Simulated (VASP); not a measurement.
# KTaSe2 (P-3m1) in VASP: further runs

One crystal, KTaSe2, is run at these levels: PBE, RPBE, AM05+D4; tasks: relaxation of cell and atoms, electrostatic potential.

Program: VASP 6.6.1. These are calculated values, not measurements. Logs are shortened: lines on timing, memory, paths and dates and some standing lists are left out, and cuts for length are marked.

## (1) The structure

The structure is trigonal, space group P-3m1 (No. 164). Conventional cell: a = 4.090 Å, b = 4.090 Å, c = 6.922 Å, α = 90.00°, β = 90.00°, γ = 120.00°. Around K (site symmetry -3m) lie 6 Se at 2.86 Å. Ta (site symmetry -3m) has 6 Se at 3.00 Å as nearest neighbours. Se (site symmetry 3m) is surrounded by 3 K at 2.86 Å and 3 Ta at 3.00 Å.

The cell was built by a generator and needn't be a form met in nature.

## (2) Relaxation of cell and atoms, PBE

INCAR reads:

```
ALGO     = Normal         # electronic algorithm
EDIFF    = 1E-6           # SCF threshold, eV
EDIFFG   = -0.02          # ionic threshold
ENCUT    = 600            # plane-wave cutoff, eV
GGA      = PE             # functional
IBRION   = 2              # ionic algorithm
ISIF     = 3              # what is computed and relaxed
ISMEAR   = 0              # smearing method
LASPH    = True           # aspherical terms in the spheres
LCHARG   = False          # write CHGCAR
LREAL    = False          # projectors in reciprocal space
LWAVE    = False          # write WAVECAR
NELM     = 60             # most SCF steps
NSW      = 60             # ionic steps
PREC     = Accurate       # precision mode
SIGMA    = 0.05           # smearing width, eV
```

KPOINTS reads:

```
k-points
0
Gamma
  8 8 4
```

POSCAR reads:

```
KTaSe2
1.0
    4.0898863600      0.0000000000      0.0000000000
   -2.0449431800      3.5419454900      0.0000000000
    0.0000000000      0.0000000000      6.9223470600
K Ta Se
1 1 2
Direct
    0.0000000000      0.0000000000      0.0000000000
    0.0000000000      0.0000000000      0.5000000000
    0.3333333300      0.6666666700      0.2321215300
    0.6666666700      0.3333333300      0.7678784700
```

Potentials or basis: VASP PAW PBE potentials, release 64 (K_sv, Ta_pv, Se).

Launch:

```sh
cat potpaw_PBE.64/K_sv/POTCAR potpaw_PBE.64/Ta_pv/POTCAR potpaw_PBE.64/Se/POTCAR > POTCAR
mpirun -np 1 vasp_std > vasp.out
```

OUTCAR:

```text
EDIFF = 1E-6
   EDIFFG = -0.02
   ENCUT = 600
   GGA = PE
   IBRION = 2
   ISIF = 3
   ISMEAR = 0
   LASPH = True
   LREAL = False
   NELM = 60
   NSW = 60
   PREC = Accurate

 ion  position               nearest neighbor table
   1  0.000  0.000  0.000-   3 2.86   4 2.86   4 2.86   3 2.86   4 2.86   3 2.86   2 3.46   2 3.46

   2  0.000  0.000  0.500-   3 3.00   4 3.00   4 3.00   3 3.00   4 3.00   3 3.00   1 3.46   1 3.46

   3  0.333  0.667  0.232-   1 2.86   1 2.86   1 2.86   2 3.00   2 3.00   2 3.00
   4  0.667  0.333  0.768-   1 2.86   1 2.86   1 2.86   2 3.00   2 3.00   2 3.00

  LATTYP: Found a hexagonal cell.
 ALAT       =     4.0898863600
 C/A-ratio  =     1.6925524209

  Lattice vectors:

 A1 = (   4.0898863600,   0.0000000000,   0.0000000000)
 A2 = (  -2.0449431800,   3.5419454900,   0.0000000000)
 A3 = (   0.0000000000,   0.0000000000,   6.9223470600)

Analysis of symmetry for initial positions (statically):
=====================================================================
 Subroutine PRICEL returns:
 Original cell was already a primitive cell.

 Routine SETGRP: Setting up the symmetry group for a
 hexagonal supercell.

 Subroutine GETGRP returns: Found 12 space group operations
 (whereof 12 operations were pure point group operations)
 out of a pool of 24 trial point group operations.

The static configuration has the point symmetry D_3d.

Analysis of symmetry for dynamics (positions and initial velocities):
=====================================================================
 Subroutine PRICEL returns:
 Original cell was already a primitive cell.

 Routine SETGRP: Setting up the symmetry group for a
 hexagonal supercell.

 Subroutine GETGRP returns: Found 12 space group operations
 (whereof 12 operations were pure point group operations)
 out of a pool of 24 trial point group operations.

The dynamic configuration has the point symmetry D_3d.

 Subroutine INISYM returns: Found 12 space group operations
 (whereof 12 operations are pure point group operations),
 and found     1 'primitive' translations

----------------------------------------------------------------------------------------

                                     Primitive cell

  volume of cell :     100.2782

  direct lattice vectors                    reciprocal lattice vectors
     4.089886360  0.000000000  0.000000000     0.244505571  0.141165357  0.000000000
    -2.044943180  3.541945490  0.000000000     0.000000000  0.282330714  0.000000000
     0.000000000  0.000000000  6.922347060     0.000000000  0.000000000  0.144459674

  length of vectors
     4.089886360  4.089886363  6.922347060     0.282330714  0.282330714  0.144459674

  position of ions in fractional coordinates (direct lattice)
     0.000000000  0.000000000  0.000000000
     0.000000000  0.000000000  0.500000000
     0.333333330  0.666666670  0.232121530
     0.666666670  0.333333330  0.767878470

  ion indices of the primitive-cell ions
   primitive index   ion index
                 1           1
                 2           2
                 3           3
                 4           4

----------------------------------------------------------------------------------------

 KPOINTS: k-points

Automatic generation of k-mesh.
 Grid dimensions read from file:
 generate k-points for:    8    8    4

 Generating k-lattice:

  Cartesian coordinates                     Fractional coordinates (reciprocal lattice)
     0.030563196  0.017645670  0.000000000     0.125000000 -0.000000000  0.000000000
     0.000000000  0.035291339  0.000000000     0.000000000  0.125000000  0.000000000
     0.000000000  0.000000000  0.036114919     0.000000000  0.000000000  0.250000000

  Length of vectors
     0.035291339  0.035291339  0.036114919

  Shift w.r.t. Gamma in fractional coordinates (k-lattice)
     0.000000000  0.000000000  0.000000000

 Subroutine IBZKPT returns following result:
 ===========================================

 Found     35 irreducible k-points:

 Following reciprocal coordinates:
            Coordinates               Weight
  0.000000  0.000000  0.000000      1.000000
  0.125000  0.000000  0.000000      6.000000
  0.250000  0.000000  0.000000      6.000000
  0.375000  0.000000  0.000000      6.000000
  0.500000  0.000000  0.000000      3.000000
  0.125000  0.125000  0.000000      6.000000
[... 16 lines left out ...]
 -0.125000  0.500000  0.250000     12.000000
  0.250000  0.250000  0.250000     12.000000
 [... further k-points ...]
   k-points           NKPTS =     35   k-points in BZ     NKDIM =     35   number of bands    NBANDS=     20
   number of dos      NEDOS =    301   number of ions     NIONS =      4
   total plane-waves  NPLWV =  72576
   dimension x,y,z NGX =    36 NGY =   36 NGZ =   56
   dimension x,y,z NGXF=    72 NGYF=   72 NGZF=  112
   ions per type =               1   1   2
   NGX,Y,Z   is equivalent  to a cutoff of  14.63, 14.63, 13.45 a.u.
   NGXF,Y,Z  is equivalent  to a cutoff of  29.27, 29.27, 26.90 a.u.
 SYSTEM =  unknown system
   PREC   = accura    normal or accurate (medium, high low for compatibility)
   ISTART =      0    job   : 0-new  1-cont  2-samecut
   ICHARG =      2    charge: 1-file 2-atom 10-const
   ISPIN  =      1    spin polarized calculation?
   LNONCOLLINEAR =      F non collinear calculations
   LSORBIT =      F    spin-orbit coupling
   LASPH  =      T    aspherical Exc in radial PAW
   ENCUT  =  600.0 eV  44.10 Ry    6.64 a.u.   8.17  8.17 13.83*2*pi/ulx,y,z
   NELM   =     60;   NELMIN=  2; NELMDL= -5     # of ELM steps
   EDIFF  = 0.1E-05   stopping-criterion for ELM
   LREAL  =      F    real-space projection
   EDIFFG = -.2E-01   stopping-criterion for IOM
   NSW    =     60    number of steps for IOM
   IBRION =      2    ionic relax: 0-MD 1-quasi-New 2-CG
   NFREE  =      1    steps in history (QN), initial steepest desc. (CG)
   ISIF   =      3    stress and relaxation
   ISYM   =      2    0-nonsym 1-usesym 2-fastsym
   POTIM  = 0.5000    time-step for ionic-motion
   TEBEG  =    0.0;   TEEND  =   0.0 temperature during run
   PSTRESS=    0.0 pullay stress
   NELECT =      32.0000    total number of electrons
   NUPDOWN=      -1.0000    fix difference up-down
   EMIN   =  10.00;   EMAX   =-10.00  energy-range for DOS
   EFERMI =   0.00;   METHOD = LEGACY
   ISMEAR =     0;   SIGMA  =   0.05  broadening in eV -4-tet -1-fermi 0-gaus
   EFERMI_NEDOS =   21; number of points for ismear=-14 and -15
   IALGO  =     38    algorithm
   IMIX   =      4    mixing-type and parameters
     AMIX     =   0.40;   BMIX     =  1.00
     AMIX_MAG =   1.60;   BMIX_MAG =  1.00
  volume/ion in A,a.u.               =      25.07       169.18
  Fermi-wavevector in a.u.,A,eV,Ry     =   1.118723  2.114080 17.028259  1.251542
  Thomas-Fermi vector in A             =   2.255357
   LORBIT       =      0    0 simple, 1 ext, 2 COOP (PROOUT), +10 PAW based schemes
   GGA     = PE    functional components
   LHFCALC =     F    Hartree Fock is set to
   AEXX    =    0.0000 exact exchange contribution
   IVDW    =     0    specifies the selected vdW correction
   LEPSILON=     F    determine dielectric tensor
   LRPA    =     F    only Hartree local field effects (RPA)
 conjugate gradient relaxation of ions
 non-spin polarized calculation
 Gauss-broadening in eV      SIGMA  =   0.05
  energy-cutoff  :      600.00
  volume of cell :      100.28
 maximum number of plane-waves:      3378
 NGX is ok and might be reduce to    36
   NGX = 17   NGY = 17   NGZ = 27

--------------------------------------- Ionic step        1  -------------------------------------------

 number of electron      31.9999999 magnetization

 Free energy of the ion-electron system (eV)
  ---------------------------------------------------
  ext. energy  EPLUGINS =         0.00000000
  ---------------------------------------------------
  free energy    TOTEN  =       -19.92549464 eV

  energy without entropy =      -19.91949115  energy(sigma->0) =      -19.92249290

------------------------ aborting loop because EDIFF is reached ----------------------------------------

  FORCE on cell =-STRESS in cart. coord.  units (eV):
  Direction    XX          YY          ZZ          XY          YZ          ZX
  --------------------------------------------------------------------------------------
  -------------------------------------------------------------------------------------
  Total       -3.6041014     -3.6041014     -1.7898523      0.0000000     -0.0000000      0.0000000
  in kB      -57.5839026    -57.5839027    -28.5970539      0.0000000     -0.0000000      0.0000000
  external PRESSURE =     -47.9216197 kB  Pullay stress =       0.0000000 kB
[... 1205 lines left out ...]
      6      -9.9773      2.00000
[... 12 lines left out ...]
     19       7.0511      0.00000
     20       8.2862      0.00000

 [... further k-points ...]

[... ionic steps 4 to 10 ...]

--------------------------------------- Ionic step       11  -------------------------------------------

 number of electron      32.0000006 magnetization

------------------------ aborting loop because EDIFF is reached ----------------------------------------

  FORCE on cell =-STRESS in cart. coord.  units (eV):
  Direction    XX          YY          ZZ          XY          YZ          ZX
  --------------------------------------------------------------------------------------
  -------------------------------------------------------------------------------------
  Total       -0.2136998     -0.2136998     -0.2316010     -0.0000000      0.0000000      0.0000000
  in kB       -3.5850669     -3.5850669     -3.8853821     -0.0000000      0.0000000      0.0000000
  external PRESSURE =      -3.6851720 kB  Pullay stress =       0.0000000 kB
[... 61 lines left out ...]
  energy  without entropy=      -22.9333094420  energy(sigma->0) =      -22.93598055

--------------------------------------- Ionic step       13  -------------------------------------------

 number of electron      32.0000006 magnetization

 Free energy of the ion-electron system (eV)
  ---------------------------------------------------
  ext. energy  EPLUGINS =         0.00000000
  ---------------------------------------------------
  free energy    TOTEN  =       -22.93947992 eV

  energy without entropy =      -22.93414541  energy(sigma->0) =      -22.93681267

 E-fermi :   4.7851     XC(G=0):  -9.7060

 val. band max:        4.7691970760   @ k =   0.3750   0.2500   0.2500
 cond. band min:       4.7868067829   @ k =   0.3750   0.2500   0.5000
 fundamental gap:      0.0176097070
 Fermi energy:         4.7851115162

 k-point     1 :       0.0000    0.0000    0.0000
  band No.  band energies     occupation
      1     -30.9298      2.00000
      2     -30.9298      2.00000
      3     -30.7714      2.00000
      4     -27.2516      2.00000
      5     -10.9433      2.00000
      6     -10.5803      2.00000
[... 574 lines left out ...]
  FREE ENERGIE OF THE ION-ELECTRON SYSTEM (eV)
  ---------------------------------------------------
  free  energy   TOTEN  =       -22.9394799215 eV

  energy  without entropy=      -22.9341454148  energy(sigma->0) =      -22.93681267

 reached required accuracy - stopping structural energy minimisation
```

Run time: 12 min. Hardware: 1 thread of Intel Xeon Platinum 8488C (Sapphire Rapids), shared host; peak memory 0.32 GiB.

What came out:

```
Free energy                            : -22.9395 eV
Relaxed volume                         : 23.78 Å³/atom
Relaxed cell                           : a = 3.678 Å, b = 3.678 Å, c = 8.117 Å, α = 90.00°, β = 90.00°, γ = 120.00°
Space group after relaxing (to 0.05 Å) : P-3m1 (No. 164)
Energy gained by relaxing              : 753.5 meV/atom
Ionic steps                            : 13
Pressure after relaxing                : 0.0 GPa
Largest force after relaxing           : 0.008 eV/Å
Band gap on the k mesh                 : none (metal or under the smearing width)
```

Forces in eV/Å, atoms in the order of the input:
```
K    0.000  0.000  0.000
Ta   0.000  0.000  0.000
Se   0.000  0.000  0.008
Se   0.000  0.000 -0.008
```

Stress tensor (GPa, compression positive):
```
-0.02  0.00  0.00
 0.00 -0.02  0.00
 0.00  0.00  0.07
```

Step by step:
| step | energy change (eV) | largest force (eV/Å) | pressure (GPa) | volume (Å³) |
| --- | --- | --- | --- | --- |
| 1 | 0.0000 | 4.2536 | -4.79 | 100.28 |
| 2 | -1.6700 | 2.7558 | 1.88 | 89.77 |
| 3 | -1.9834 | 0.8109 | 11.39 | 83.38 |
| 4 | -2.6392 | 0.9724 | 7.31 | 89.98 |
| 5 | -2.6440 | 1.7659 | 6.70 | 93.29 |
| 6 | -2.8537 | 0.1194 | -3.82 | 104.18 |
| 7 | -2.8914 | 0.3528 | -1.37 | 100.91 |
| 8 | -2.9452 | 0.2455 | -1.16 | 99.55 |
| 9 | -3.0065 | 0.0307 | -0.63 | 96.73 |
| 10 | -3.0133 | 0.0862 | -0.34 | 95.34 |
| 11 | -3.0134 | 0.0727 | -0.37 | 95.50 |
| 12 | -3.0132 | 0.0667 | 0.46 | 94.67 |
| 13 | -3.0140 | 0.0085 | 0.01 | 95.11 |

Final structure:
```xyz
4
Lattice="3.6783 0.0000 0.0000 -1.8391 3.1855 0.0000 0.0000 0.0000 8.1175" Properties=species:S:1:pos:R:3 pbc="T T T"
K     0.0000    0.0000    0.0000
Ta    0.0000    0.0000    4.0587
Se    0.0000    2.1236    2.4630
Se    1.8391    1.0618    5.6544
```

The run has no spin-orbit coupling, so splittings on Ta are missing.

## (3) Relaxation of cell and atoms, RPBE

INCAR reads:

```
SYSTEM = KTaSe2
ALGO = Fast
EDIFF = 1E-6
EDIFFG = -0.01
ENCUT = 600
GGA = RP
IBRION = 2
ISIF = 3
ISMEAR = 0
LASPH = .TRUE.
LCHARG = .FALSE.
LREAL = .FALSE.
LWAVE = .FALSE.
NELM = 60
NSW = 40
PREC = Accurate
SIGMA = 0.05
```

KPOINTS reads:

```
k-points
0
G
  8 8 4
  0 0 0
```

POSCAR is that of step 2.

Potentials or basis: VASP PAW PBE potentials, release 64 (K_sv, Ta_pv, Se).

Launch:

```sh
cat potpaw_PBE.64/K_sv/POTCAR potpaw_PBE.64/Ta_pv/POTCAR potpaw_PBE.64/Se/POTCAR > POTCAR
mpirun -np 1 vasp_std > vasp.out
```

Wall time 19 min (1 thread of Intel Xeon Platinum 8488C (Sapphire Rapids), shared host); peak memory 0.34 GiB.

It converged, with:

```yaml
Free_energy: -21.5062 eV
Relaxed_volume: 24.73 Å³/atom
Relaxed_cell: a = 3.732 Å, b = 3.732 Å, c = 8.201 Å, α = 90.00°, β = 90.00°, γ = 120.00°
Space_group_after_relaxing_to_0.05_Å: P-3m1 (No. 164)
Energy_gained_by_relaxing: 753.4 meV/atom
Ionic_steps: 21
Pressure_after_relaxing: 0.0 GPa
Band_gap_on_the_k_mesh: none (metal or under the smearing width)
```

Forces in eV/Å, atoms in the order of the input:
```
K    0.000  0.000  0.000
Ta   0.000  0.000  0.000
Se   0.000  0.000 -0.002
Se   0.000  0.000  0.002
```

Step by step:
| step | energy change (eV) | largest force (eV/Å) | pressure (GPa) | volume (Å³) |
| --- | --- | --- | --- | --- |
| 1 | 0.0000 | 4.3360 | -2.76 | 100.28 |
| 2 | -1.6463 | 2.8225 | 0.58 | 94.13 |
| 3 | -2.2583 | 0.2051 | 9.12 | 88.33 |
| 4 | -2.8442 | 0.8580 | 1.67 | 101.20 |
| 5 | -2.8420 | 0.9277 | 1.24 | 102.52 |
| 6 | -2.9327 | 0.0686 | -1.79 | 104.40 |
| 7 | -2.9335 | 0.0126 | -2.06 | 104.59 |
| 8 | -2.9991 | 0.1221 | -0.75 | 100.24 |
| 9 | -3.0062 | 0.1659 | -0.15 | 98.53 |
| 10 | -3.0064 | 0.1724 | -0.06 | 98.30 |
| 11 | -3.0105 | 0.0525 | 0.19 | 98.33 |
| 12 | -3.0116 | 0.0445 | 0.41 | 98.36 |
| 13 | -3.0130 | 0.0065 | -0.24 | 99.42 |
| 14 | -3.0131 | 0.0056 | -0.11 | 99.18 |
| 15 | -3.0134 | 0.0139 | -0.04 | 99.08 |
| 16 | -3.0135 | 0.0192 | -0.01 | 99.01 |
| 17 | -3.0134 | 0.0300 | 0.08 | 98.88 |
| 18 | -3.0135 | 0.0220 | 0.02 | 98.98 |
| 19 | -3.0135 | 0.0031 | -0.05 | 99.01 |
| 20 | -3.0135 | 0.0069 | -0.05 | 99.01 |
| 21 | -3.0135 | 0.0020 | -0.02 | 98.90 |

Final structure:
```
CELL_PARAMETERS angstrom
3.73163 0.00000 0.00000
-1.86582 3.23169 0.00000
0.00000 0.00000 8.20136
ATOMIC_POSITIONS crystal
K 0.00000 0.00000 0.00000
Ta 0.00000 0.00000 0.50000
Se 0.33333 0.66667 0.30655
Se 0.66667 0.33333 0.69345
```

Levels at points of the mesh, in eV from the Fermi level:
| k point | band 13 | band 14 | band 15 | band 16 | band 17 | band 18 | band 19 | band 20 |
| --- | --- | --- | --- | --- | --- | --- | --- | --- |
| (0.00, 0.00, 0.00) | -3.09 | -1.57 | -1.57 | -0.82 | -0.35 | -0.35 | 1.07 | 2.54 |
| (0.50, 0.00, 0.00) | -4.02 | -3.72 | -2.77 | -1.40 | 1.16 | 1.33 | 1.45 | 2.86 |
| (0.00, 0.00, 0.50) | -3.89 | -1.63 | -1.63 | -0.34 | -0.34 | -0.10 | 1.43 | 2.82 |
| (0.50, 0.00, 0.50) | -3.99 | -3.87 | -2.82 | -1.32 | 1.16 | 1.43 | 1.77 | 2.50 |

Caveat: the PAW data sets were made with another functional, which shifts forces and pressure a little.

## (4) Electrostatic potential, AM05+D4

INCAR reads:

```
SYSTEM = KTaSe2
  PREC = Accurate
  ENCUT = 520
  EDIFF = 1E-7
  ISMEAR = -1
  SIGMA = 0.1
  LREAL = .False.
  LASPH = .True.
  NELM = 80
  ALGO = Normal
  ISIF = 2
  LWAVE = .False.
  LCHARG = .True.
  GGA = AM
  IVDW = 13
  LVHAR = .True.
```

KPOINTS reads:

```
regular mesh
0
Gamma
  8 8 4
  0 0 0
```

POSCAR reads:

```
KTaSe2
4.0899
    0.999996664955      0.000000000000      0.000000000000
   -0.499998332478      0.866022516443      0.000000000000
    0.000000000000      0.000000000000      1.692546776205
K Ta Se
1 1 2
Direct
    0.0000000000      0.0000000000      0.0000000000
    0.0000000000      0.0000000000      0.5000000000
    0.3333333300      0.6666666700      0.2321215300
    0.6666666700      0.3333333300      0.7678784700
```

Launch:

```sh
cat potpaw_PBE.64/K_sv/POTCAR potpaw_PBE.64/Ta_pv/POTCAR potpaw_PBE.64/Se/POTCAR > POTCAR
mpirun -np 1 vasp_std > vasp.out
```

It took 79 s on 1 thread of Intel Xeon Platinum 8488C (Sapphire Rapids), shared host; peak memory 0.26 GiB.

It converged, with:

```
Free energy                : -20.9062 eV
Pressure                   : -8.2 GPa
Largest force              : 4.270 eV/Å
Band gap on the k mesh     : none (metal or under the smearing width)
Dispersion energy per atom : -0.146 eV
```

Forces on the atoms (eV/Å):
```
K    0.000  0.000  0.000
Ta   0.000  0.000  0.000
Se   0.000  0.000  4.270
Se   0.000  0.000 -4.270
```

Stress tensor (GPa, compression positive):
```
-9.10  0.00  0.00
 0.00 -9.10  0.00
 0.00  0.00 -6.27
```

Levels at points of the mesh, in eV from the Fermi level:
| k point | band 13 | band 14 | band 15 | band 16 | band 17 | band 18 | band 19 | band 20 |
| --- | --- | --- | --- | --- | --- | --- | --- | --- |
| (0.00, 0.00, 0.00) | -1.71 | -1.33 | -1.33 | -0.64 | -0.16 | -0.16 | 1.07 | 1.07 |
| (0.50, 0.00, 0.00) | -3.09 | -2.90 | -2.15 | -0.96 | 0.82 | 0.96 | 1.51 | 1.82 |
| (0.00, 0.00, 0.50) | -2.68 | -2.03 | -2.03 | -0.18 | -0.08 | -0.08 | 1.74 | 1.74 |
| (0.50, 0.00, 0.50) | -2.85 | -2.78 | -2.44 | -0.73 | 0.82 | 0.99 | 1.85 | 1.95 |

Caveat: the PAW data sets were made with another functional, which shifts forces and pressure a little; pairwise dispersion overbinds metals, which lowers pressure and volume. The run has no spin-orbit coupling, so splittings on Ta are missing.

## (5) The runs side by side

```csv
task,level,cell,cutoff (eV),smearing,gap on the mesh (eV),pressure (GPa),relaxed volume (Å³/atom),largest force (eV/Å)
relaxation of cell and atoms,PBE,relaxed,600,gaussian 0.05 eV,none,0.0,23.78,0.01
relaxation of cell and atoms,RPBE,relaxed,600,gaussian 0.05 eV,none,0.0,24.73,-
electrostatic potential,AM05+D4,as given,520,fermi-dirac 0.1 eV,none,-8.2,-,4.27
```

Alike in all rows: potentials or basis VASP PAW PBE potentials, release 64 (K_sv, Ta_pv, Se); no spin polarisation; k mesh 8 × 8 × 4.

Caveats: the PAW data sets were made with another functional, which shifts forces and pressure a little (some runs); pairwise dispersion overbinds metals, which lowers pressure and volume (some runs).

Absolute energies hang on the potentials; compare differences alone.
